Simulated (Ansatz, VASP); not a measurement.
One calculation of BiO4, two programs

```xyz
5
Lattice="-2.7658 2.7658 2.7658 2.7658 -2.7658 2.7658 2.7658 2.7658 -2.7658" Properties=species:S:1:pos:R:3 pbc="T T T"
Bi    0.0000    0.0000    0.0000
O     0.9669    0.9669    0.9669
O    -1.7989    1.7989    1.7989
O     1.7989    1.7989   -1.7989
O     1.7989   -1.7989    1.7989
```

Change from the starting cell: species swapped into the GeF4 type (I-43m, No. 217).

Alike in both runs: task single point; functional PBE; k mesh 4 × 4 × 4; occupations gaussian, width 0.1 eV; no spin polarisation.

|  | VASP | Ansatz |
| --- | --- | --- |
| version | VASP 6.6.1 | Ansatz 0.2.0 |
| potentials or method | VASP PAW PBE potentials, release 64 (Bi_d, O) | scalar-relativistic, plane waves, PAW |
| plane-wave cutoff (eV) | 520 | 420 |
| valence electrons in the cell | 39 | 39 |

VASP gave:

- gap on the k mesh at the Fermi level (eV): none
- rms of the force components (eV/Å): 8.113

Problem. Which values does Ansatz return?

Solution. gap on the k mesh at the Fermi level (eV): none; rms of the force components (eV/Å): 8.357.

Atom by atom the forces differ by 0.244 eV/Å (rms over components). A gap of «none» marks a metal or a gap that the smearing closes. With one functional, cell and mesh, what is left measures potentials, basis and numerics.

Caveats: the k mesh is coarse (spacing up to 0.40 Å⁻¹), so the values aren't converged; spin-orbit coupling is left out, which moves the levels of the heavy elements; an odd number of electrons without spin polarisation forces a metal; a magnetic or distorted state may lie lower.
